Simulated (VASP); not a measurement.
# Si2B3 (R-3m) in VASP: notebook

Runs on Si2B3. Level: PBE. Tasks: relaxation of cell and atoms.

All numbers are computed with VASP 6.6.1; they aren't measurements. Logs are shortened: lines on timing, memory, paths and dates and some standing lists are left out, and cuts for length are marked.

**1. The structure**

Symmetry: R-3m, No. 166, trigonal system. Conventional cell: a = 4.571 Å, b = 4.571 Å, c = 10.685 Å, α = 90.00°, β = 90.00°, γ = 120.00°. Si (site symmetry 3m) is surrounded by 3 B at 2.00 Å. B (site symmetry 2/m) is surrounded by 2 Si at 2.00 Å and 4 B at 2.29 Å.

The cell was built by a generator and needn't be a form met in nature.

**2. Relaxation of cell and atoms, PBE**

The input, INCAR:

```
SYSTEM = Si2B3
ALGO = Fast
EDIFF = 1E-4
EDIFFG = -0.08
ENCUT = 520
GGA = PE
IBRION = 2
ISIF = 3
ISMEAR = 0
LASPH = .True.
LCHARG = .False.
LREAL = .False.
LWAVE = .False.
NELM = 60
NSW = 24
PREC = Normal
SIGMA = 0.15
```

The input, KPOINTS:

```
k-points
0
Gamma
  5 5 5
  0 0 0
```

The input, POSCAR:

```
Si2B3
1.0
    2.2855501200      1.3195629800      3.5617029100
   -2.2855501200      1.3195629800      3.5617029100
    0.0000000000     -2.6391259600      3.5617029100
Si B
2 3
Direct
    0.8070942500      0.8070942500      0.8070942500
    0.1929057500      0.1929057500      0.1929057500
    0.5000000000      0.5000000000      0.0000000000
    0.0000000000      0.5000000000      0.5000000000
    0.5000000000      0.0000000000      0.5000000000
```

Potentials or basis: VASP PAW PBE potentials, release 64 (Si, B).

Run with:

```sh
cat potpaw_PBE.64/Si/POTCAR potpaw_PBE.64/B/POTCAR > POTCAR
mpirun -np 1 vasp_std > vasp.out
```

OUTCAR:

```text
SYSTEM = Si2B3
   EDIFF = 1E-4
   EDIFFG = -0.08
   ENCUT = 520
   GGA = PE
   IBRION = 2
   ISIF = 3
   ISMEAR = 0
   LASPH = .True.
   LREAL = .False.
   NELM = 60
   NSW = 24
   PREC = Normal

 ion  position               nearest neighbor table
   1  0.807  0.807  0.807-   4 2.00   5 2.00   3 2.00   2 2.70   2 2.70   2 2.70
   2  0.193  0.193  0.193-   4 2.00   5 2.00   3 2.00   1 2.70   1 2.70   1 2.70
   3  0.500  0.500  0.000-   1 2.00   2 2.00
   4  0.000  0.500  0.500-   1 2.00   2 2.00
   5  0.500  0.000  0.500-   1 2.00   2 2.00

  LATTYP: Found a trigonal (rhomboedric) cell.
 ALAT       =     4.4329125247
 COS(alpha) =     0.4683409959

  Lattice vectors:

 A1 = (   2.2855501200,   1.3195629800,   3.5617029100)
 A2 = (  -2.2855501200,   1.3195629800,   3.5617029100)
 A3 = (   0.0000000000,  -2.6391259600,   3.5617029100)

Analysis of symmetry for initial positions (statically):
=====================================================================
 Subroutine PRICEL returns:
 Original cell was already a primitive cell.

 Routine SETGRP: Setting up the symmetry group for a
 trigonal (rhombohedral) supercell.

 Subroutine GETGRP returns: Found 12 space group operations
 (whereof 12 operations were pure point group operations)
 out of a pool of 12 trial point group operations.

The static configuration has the point symmetry D_3d.

Analysis of symmetry for dynamics (positions and initial velocities):
=====================================================================
 Subroutine PRICEL returns:
 Original cell was already a primitive cell.

 Routine SETGRP: Setting up the symmetry group for a
 trigonal (rhombohedral) supercell.

 Subroutine GETGRP returns: Found 12 space group operations
 (whereof 12 operations were pure point group operations)
 out of a pool of 12 trial point group operations.

The dynamic configuration has the point symmetry D_3d.

 Subroutine INISYM returns: Found 12 space group operations
 (whereof 12 operations are pure point group operations),
 and found     1 'primitive' translations

----------------------------------------------------------------------------------------

                                     Primitive cell

  volume of cell :      64.4510

  direct lattice vectors                    reciprocal lattice vectors
     2.285550120  1.319562980  3.561702910     0.218765712  0.126304443  0.093588191
    -2.285550120  1.319562980  3.561702910    -0.218765712  0.126304443  0.093588191
     0.000000000 -2.639125960  3.561702910     0.000000000 -0.252608885  0.093588191

  length of vectors
     4.432912522  4.432912522  4.432912525     0.269388193  0.269388193  0.269388193

  position of ions in fractional coordinates (direct lattice)
     0.807094250  0.807094250  0.807094250
     0.192905750  0.192905750  0.192905750
     0.500000000  0.500000000  0.000000000
     1.000000000  0.500000000  0.500000000
     0.500000000  1.000000000  0.500000000

  ion indices of the primitive-cell ions
   primitive index   ion index
                 1           1
                 2           2
                 3           3
                 4           4
                 5           5

----------------------------------------------------------------------------------------

 KPOINTS: k-points

Automatic generation of k-mesh.
 Grid dimensions read from file:
 generate k-points for:    5    5    5

 Generating k-lattice:

  Cartesian coordinates                     Fractional coordinates (reciprocal lattice)
     0.043753142  0.025260889  0.018717638     0.200000000 -0.000000000  0.000000000
    -0.043753142  0.025260889  0.018717638    -0.000000000  0.200000000  0.000000000
     0.000000000 -0.050521777  0.018717638     0.000000000  0.000000000  0.200000000

  Length of vectors
     0.053877639  0.053877639  0.053877639

  Shift w.r.t. Gamma in fractional coordinates (k-lattice)
     0.000000000  0.000000000  0.000000000

 Subroutine IBZKPT returns following result:
 ===========================================

 Found     19 irreducible k-points:

 Following reciprocal coordinates:
            Coordinates               Weight
  0.000000  0.000000  0.000000      1.000000
  0.200000 -0.000000  0.000000      6.000000
  0.400000 -0.000000  0.000000      6.000000
  0.200000  0.200000  0.000000      6.000000
  0.400000  0.200000  0.000000     12.000000
 -0.400000  0.200000  0.000000     12.000000
[... 11 lines left out ...]
  0.400000  0.400000  0.400000      2.000000
 -0.400000  0.400000  0.400000      6.000000
   k-points           NKPTS =     19   k-points in BZ     NKDIM =     19   number of bands    NBANDS=     12
   number of dos      NEDOS =    301   number of ions     NIONS =      5
   total plane-waves  NPLWV =  21952
   dimension x,y,z NGX =    28 NGY =   28 NGZ =   28
   dimension x,y,z NGXF=    56 NGYF=   56 NGZF=   56
   ions per type =               2   3
   NGX,Y,Z   is equivalent  to a cutoff of  10.50, 10.50, 10.50 a.u.
[... 24 lines left out ...]
   EMIN   =  10.00;   EMAX   =-10.00  energy-range for DOS
   EFERMI =   0.00;   METHOD = LEGACY
   ISMEAR =     0;   SIGMA  =   0.15  broadening in eV -4-tet -1-fermi 0-gaus
   EFERMI_NEDOS =   21; number of points for ismear=-14 and -15
   IALGO  =     68    algorithm
   IMIX   =      4    mixing-type and parameters
     AMIX     =   0.40;   BMIX     =  1.00
     AMIX_MAG =   1.60;   BMIX_MAG =  1.00
  volume/ion in A,a.u.               =      12.89        86.99
  Fermi-wavevector in a.u.,A,eV,Ry     =   1.049900  1.984023 14.997561  1.102290
  Thomas-Fermi vector in A             =   2.184881
   LORBIT       =      0    0 simple, 1 ext, 2 COOP (PROOUT), +10 PAW based schemes
   GGA     = PE    functional components
   LHFCALC =     F    Hartree Fock is set to
   AEXX    =    0.0000 exact exchange contribution
   IVDW    =     0    specifies the selected vdW correction
   LEPSILON=     F    determine dielectric tensor
   LRPA    =     F    only Hartree local field effects (RPA)
 conjugate gradient relaxation of ions
 non-spin polarized calculation
 RMM-DIIS sequential band-by-band and
 Gauss-broadening in eV      SIGMA  =   0.15
  energy-cutoff  :      520.00
  volume of cell :       64.45
 maximum number of plane-waves:      1751
   NGX = 17   NGY = 17   NGZ = 17

--------------------------------------- Ionic step        1  -------------------------------------------

 number of electron      17.0000001 magnetization

 Free energy of the ion-electron system (eV)
  ---------------------------------------------------
  ext. energy  EPLUGINS =         0.00000000
  ---------------------------------------------------
  free energy    TOTEN  =       -24.02801706 eV

  energy without entropy =      -24.01170586  energy(sigma->0) =      -24.01986146

------------------------ aborting loop because EDIFF is reached ----------------------------------------

  FORCE on cell =-STRESS in cart. coord.  units (eV):
  Direction    XX          YY          ZZ          XY          YZ          ZX
  --------------------------------------------------------------------------------------
  -------------------------------------------------------------------------------------
  Total       -2.8258844     -2.8258844      1.7696534      0.0000000      0.0000000      0.0000000
  in kB      -70.2481936    -70.2481939     43.9915222      0.0000000      0.0000000      0.0000000
  external PRESSURE =     -32.1682884 kB  Pullay stress =       0.0000000 kB
[... 98 lines left out ...]
  FREE ENERGIE OF THE ION-ELECTRON SYSTEM (eV)
  ---------------------------------------------------
  free  energy   TOTEN  =       -24.9915028797 eV

  energy  without entropy=      -24.9727212413  energy(sigma->0) =      -24.98211206

 E-fermi :  11.3984     XC(G=0): -12.3420

 val. band max:       11.3566639246   @ k =  -0.4000   0.4000   0.0000
 cond. band min:      11.4177786192   @ k =   0.4000   0.4000   0.2000
 fundamental gap:      0.0611146947
 Fermi energy:        11.3984172284

 k-point     1 :       0.0000    0.0000    0.0000
  band No.  band energies     occupation
      1      -5.9864      2.00000
      2       1.0149      2.00000
      3       1.3544      2.00000
      4       3.6471      2.00000
      5       8.6635      2.00000
      6       8.6635      2.00000
      7       9.0873      2.00000
      8       9.0873      2.00000
      9      12.2515      0.00000
     10      12.2515      0.00000
     11      14.9963      0.00000
     12      15.6464      0.00000
[... 256 lines left out ...]
 k-point    19 :      -0.4000    0.4000    0.4000
  band No.  band energies     occupation
      1      -3.7886      2.00000
      2      -3.2942      2.00000
      3       2.2955      2.00000
      4       5.1502      2.00000
      5       6.7178      2.00000
      6       8.9843      2.00000
      7       9.4732      2.00000
      8      10.6317      2.00000
      9      11.9258      0.00000
     10      12.2352      0.00000
     11      13.3860      0.00000
     12      14.2199      0.00000

[... ionic steps 4 to 20 ...]

--------------------------------------- Ionic step       21  -------------------------------------------

 number of electron      16.9999999 magnetization

------------------------ aborting loop because EDIFF is reached ----------------------------------------
[... 73 lines left out ...]
--------------------------------------- Ionic step       23  -------------------------------------------

 number of electron      16.9999999 magnetization

 Free energy of the ion-electron system (eV)
  ---------------------------------------------------
  ext. energy  EPLUGINS =         0.00000000
  ---------------------------------------------------
  free energy    TOTEN  =       -27.66112737 eV

  energy without entropy =      -27.63003418  energy(sigma->0) =      -27.64558078

 E-fermi :   6.9484     XC(G=0): -10.8418

 val. band max:        6.8801182507   @ k =   0.4000   0.2000   0.0000
 cond. band min:       6.9733187742   @ k =   0.4000   0.4000   0.0000
 fundamental gap:      0.0932005235
 Fermi energy:         6.9483721004

 k-point     1 :       0.0000    0.0000    0.0000
  band No.  band energies     occupation
      1      -7.3285      2.00000
      2      -2.8096      2.00000
      3      -2.0466      2.00000
      4       0.6467      2.00000
      5       5.3563      2.00000
      6       5.3563      2.00000
      7       6.8417      1.68543
      8       6.8417      1.68543
      9       9.2125      0.00000
     10       9.2125      0.00000
     11       9.9165      0.00000
     12      10.8551      0.00000
[... 300 lines left out ...]
  FREE ENERGIE OF THE ION-ELECTRON SYSTEM (eV)
  ---------------------------------------------------
  free  energy   TOTEN  =       -27.6611273665 eV

  energy  without entropy=      -27.6300341840  energy(sigma->0) =      -27.64558078

 reached required accuracy - stopping structural energy minimisation
```

Wall time 96 s (1 thread of Intel Xeon Platinum 8488C (Sapphire Rapids), shared host); peak memory 0.16 GiB.

Results:

| Property | Result |
| --- | --- |
| Free energy | -27.6611 eV |
| Relaxed volume | 11.22 Å³/atom |
| Relaxed cell | a = 5.567 Å, b = 5.567 Å, c = 5.567 Å, α = 37.04°, β = 37.04°, γ = 37.04° |
| Space group after relaxing (to 0.05 Å) | R-3m (No. 166) |
| Energy gained by relaxing | 726.6 meV/atom |
| Ionic steps | 23 |
| Pressure after relaxing | 0.3 GPa |
| Largest force after relaxing | 0.009 eV/Å |
| Band gap on the k mesh | none (metal or under the smearing width) |

Forces on the atoms (eV/Å):
```
Si   0.000  0.000  0.009
Si   0.000  0.000 -0.009
B    0.000  0.000  0.000
B    0.000  0.000  0.000
B    0.000  0.000  0.000
```

Stress tensor (GPa, compression positive):
```
 0.49  0.00  0.00
 0.00  0.49  0.00
 0.00  0.00 -0.17
```

The path:
```tsv
step	energy change (eV)	largest force (eV/Å)	pressure (GPa)	volume (Å³)
1	0.0000	0.3677	-3.22	64.45
2	-0.1992	0.2854	-3.17	62.03
3	-0.9635	0.3782	0.44	54.65
4	1.4876	2.2445	97.81	39.92
5	-1.1609	0.2399	3.77	52.58
6	-1.2139	0.5508	30.86	46.21
7	-1.3421	0.1670	15.20	49.05
8	-1.3389	0.2675	18.35	48.37
9	-1.3981	0.4360	19.51	48.20
10	-1.5368	0.8867	24.47	47.64
11	-1.3321	1.8310	39.28	46.33
12	-1.5626	1.1498	27.79	47.30
13	-1.7363	1.3615	25.21	48.06
14	-2.1125	1.8811	18.73	50.32
15	-2.4727	2.3788	11.40	54.79
16	-2.3611	2.5715	4.78	63.50
17	-2.4987	2.5984	7.82	58.58
18	-2.7584	2.3101	0.97	60.44
19	-2.9397	1.6141	-8.56	63.70
20	-3.1810	1.2568	-8.12	62.53
21	-3.5750	0.0646	-6.20	59.11
22	-3.5869	0.3238	-5.50	58.45
23	-3.6331	0.0095	0.27	56.12
```

Final structure:
```
CELL_PARAMETERS angstrom
1.76852 1.02106 5.17927
-1.76852 1.02106 5.17927
0.00000 -2.04211 5.17927
ATOMIC_POSITIONS crystal
Si 0.79647 0.79647 0.79647
Si 0.20353 0.20353 0.20353
B 0.50000 0.50000 0.00000
B 0.00000 0.50000 0.50000
B 0.50000 0.00000 0.50000
```

Caveat: the relaxation stopped at a loose force limit of 0.08 eV/Å, so its end isn't a converged minimum.

**3. Relaxation of cell and atoms, PBE**

This run uses another cell than the first one, of 10.36 Å³/atom, 0.804 times its volume.

INCAR is that of step 2.

KPOINTS is that of step 2.

The input, POSCAR:

```
Si2B3
1.0
    2.4103545000     -2.8513959100      0.0000000000
    2.4103545000      2.8513959100      0.0000000000
    0.0000000000      0.0000000000      3.7687298200
Si B
2 3
Direct
    0.8599115600      0.1400884400      0.0000000000
    0.1400884400      0.8599115600      0.0000000000
    0.6606245200      0.3393754800      0.5000000000
    0.3393754800      0.6606245200      0.5000000000
    0.0000000000      0.0000000000      0.5000000000
```

Potentials or basis: VASP PAW PBE potentials, release 64 (Si, B).

Run with:

```sh
cat potpaw_PBE.64/Si/POTCAR potpaw_PBE.64/B/POTCAR > POTCAR
mpirun -np 1 vasp_std > vasp.out
```

It took 65 s on 1 thread of Intel Xeon Platinum 8488C (Sapphire Rapids), shared host; peak memory 0.14 GiB.

The run converged. Its results:

```yaml
Free_energy: -27.5923 eV
Relaxed_volume: 10.82 Å³/atom
Relaxed_cell: a = 3.416 Å, b = 3.416 Å, c = 4.635 Å, α = 90.00°, β = 90.00°, γ = 91.52°
Space_group_after_relaxing_to_0.05_Å: Cmmm (No. 65)
Energy_gained_by_relaxing: 1771.6 meV/atom
Ionic_steps: 22
Pressure_after_relaxing: -0.1 GPa
Largest_force_after_relaxing: 0.060 eV/Å
Band_gap_on_the_k_mesh: none (metal or under the smearing width)
```

Forces in eV/Å, atoms in the order of the input:
```
Si   0.000  0.009  0.000
Si   0.000 -0.009  0.000
B    0.000  0.060  0.000
B    0.000 -0.060  0.000
B    0.000  0.000  0.000
```

Stress tensor (GPa, compression positive):
```
-0.51  0.00  0.00
 0.00 -0.02  0.00
 0.00  0.00  0.16
```

The path:
| step | energy change (eV) | largest force (eV/Å) | pressure (GPa) | volume (Å³) |
| --- | --- | --- | --- | --- |
| 1 | 0.0000 | 30.8094 | 43.93 | 51.80 |
| 2 | 4.7925 | 35.6034 | 31.10 | 73.73 |
| 3 | -4.8587 | 1.3814 | -2.85 | 61.26 |
| 4 | -4.9964 | 1.3678 | -2.90 | 60.74 |
| 5 | -6.3030 | 1.4586 | -3.81 | 56.24 |
| 6 | -6.9955 | 1.0961 | -2.90 | 54.02 |
| 7 | -7.2098 | 0.8995 | -1.05 | 52.91 |
| 8 | -7.2328 | 0.9831 | 0.69 | 52.36 |
| 9 | -7.2349 | 0.8092 | 0.24 | 52.49 |
| 10 | -8.0748 | 0.9430 | -3.82 | 52.62 |
| 11 | -8.3712 | 2.6986 | -1.41 | 52.49 |
| 12 | -8.7814 | 0.3591 | 1.47 | 51.96 |
| 13 | -8.7816 | 0.3608 | 1.69 | 51.95 |
| 14 | -8.8071 | 0.1711 | 0.46 | 52.61 |
| 15 | -8.8455 | 0.3312 | -2.19 | 54.51 |
| 16 | -8.8429 | 0.4835 | -2.54 | 55.14 |
| 17 | -8.8465 | 0.3773 | -2.33 | 54.70 |
| 18 | -8.8516 | 0.2359 | -1.27 | 54.79 |
| 19 | -8.8523 | 0.2728 | -1.52 | 54.77 |
| 20 | -8.8558 | 0.1165 | -1.09 | 54.54 |
| 21 | -8.8576 | 0.1126 | -0.42 | 54.20 |
| 22 | -8.8581 | 0.0601 | -0.12 | 54.08 |

Final structure:
```
Si B
1.0
     2.38361   -2.44756    0.00000
     2.38361    2.44756    0.00000
     0.00000    0.00000    4.63490
Si B
2 3
Direct
  0.75584 0.24416 0.00000
  0.24416 0.75584 0.00000
  0.66735 0.33265 0.50000
  0.33265 0.66735 0.50000
  0.00000 0.00000 0.50000
```

Levels at points of the mesh, in eV from the Fermi level:
| k point | band 4 | band 5 | band 6 | band 7 | band 8 | band 9 | band 10 | band 11 | band 12 |
| --- | --- | --- | --- | --- | --- | --- | --- | --- | --- |
| (0.00, 0.00, 0.00) | -5.66 | -5.18 | -2.59 | -0.61 | -0.31 | 0.94 | 1.64 | 1.92 | 2.72 |

Caveat: the relaxation stopped at a loose force limit of 0.08 eV/Å, so its end isn't a converged minimum.

**4. Relaxation of cell and atoms, PBE**

This run uses another cell than the first one, of 11.16 Å³/atom, 0.866 times its volume.

INCAR is that of step 3.

The input, KPOINTS:

```
k-points
0
Gamma
  6 6 6
  0 0 0
```

The input, POSCAR:

```
Si2B3
1.0
   -2.1727833100      2.1727833100      2.9551154400
    2.1727833100     -2.1727833100      2.9551154400
    2.1727833100      2.1727833100     -2.9551154400
Si B
2 3
Direct
    0.7500000000      0.2500000000      0.5000000000
    0.2500000000      0.7500000000      0.5000000000
    0.5000000000      0.0000000000      0.5000000000
    0.0000000000      0.5000000000      0.5000000000
    0.0000000000      0.0000000000      0.0000000000
```

Run with:

```sh
cat potpaw_PBE.64/Si/POTCAR potpaw_PBE.64/B/POTCAR > POTCAR
mpirun -np 1 vasp_std > vasp.out
```

It took 68 s on 1 thread of Intel Xeon Platinum 8488C (Sapphire Rapids), shared host; peak memory 0.15 GiB.

The run converged. Its results:

* Free energy: -26.5908 eV
* Relaxed volume: 10.92 Å³/atom
* Relaxed cell: a = 5.166 Å, b = 5.166 Å, c = 5.166 Å, α = 140.82°, β = 140.82°, γ = 56.61°
* Space group after relaxing (to 0.05 Å): I4/mmm (No. 139)
* Energy gained by relaxing: 2818.0 meV/atom
* Ionic steps: 17
* Pressure after relaxing: 0.0 GPa
* Band gap on the k mesh: none (metal or under the smearing width)

Stress tensor (GPa, compression positive):
```
-0.40  0.00  0.00
 0.00 -0.40  0.00
 0.00  0.00  0.78
```

Step by step:
| step | energy change (eV) | largest force (eV/Å) | pressure (GPa) | volume (Å³) |
| --- | --- | --- | --- | --- |
| 1 | 0.0000 | 0.0000 | 98.23 | 55.80 |
| 2 | -6.3531 | 0.0000 | -22.32 | 108.16 |
| 3 | -7.5537 | 0.0000 | -24.14 | 103.53 |
| 4 | -8.1661 | 0.0000 | -24.85 | 98.80 |
| 5 | -10.9209 | 0.0000 | -20.09 | 77.78 |
| 6 | -10.3537 | 0.0000 | 4.55 | 66.91 |
| 7 | -11.0779 | 0.0000 | -16.50 | 74.88 |
| 8 | -11.1221 | 0.0000 | -14.31 | 73.55 |
| 9 | -12.6232 | 0.0000 | -10.19 | 62.87 |
| 10 | -7.4517 | 0.0000 | 145.38 | 35.32 |
| 11 | -13.1870 | 0.0000 | -4.38 | 57.80 |
| 12 | -13.4967 | 0.0000 | 15.99 | 49.78 |
| 13 | -13.5205 | 0.0000 | 10.25 | 51.49 |
| 14 | -13.9903 | 0.0000 | 10.16 | 51.29 |
| 15 | -13.9906 | 0.0000 | 10.11 | 51.29 |
| 16 | -14.0593 | 0.0000 | -4.76 | 56.57 |
| 17 | -14.0898 | 0.0000 | -0.01 | 54.60 |

Final structure:
```
CELL_PARAMETERS angstrom
-1.73228 1.73228 4.54841
1.73228 -1.73228 4.54841
1.73228 1.73228 -4.54841
ATOMIC_POSITIONS crystal
Si 0.75000 0.25000 0.50000
Si 0.25000 0.75000 0.50000
B 0.50000 0.00000 0.50000
B 0.00000 0.50000 0.50000
B 0.00000 0.00000 0.00000
```

Levels at points of the mesh, in eV from the Fermi level:
```
           k point  band 6  band 7  band 8  band 9  band 10  band 11
(0.00, 0.00, 0.00)   -2.37   -1.95   -1.46   -1.46     1.85     2.68
(0.50, 0.00, 0.00)   -2.16   -1.75    0.08    0.22     1.77     1.82
(0.50, 0.50, 0.00)   -5.66   -3.39   -2.99   -2.42     0.19     3.36
(0.50, 0.50, 0.50)   -1.27   -0.33   -0.33    0.13     0.13     1.74
```

Caveat: the relaxation stopped at a loose force limit of 0.08 eV/Å, so its end isn't a converged minimum.
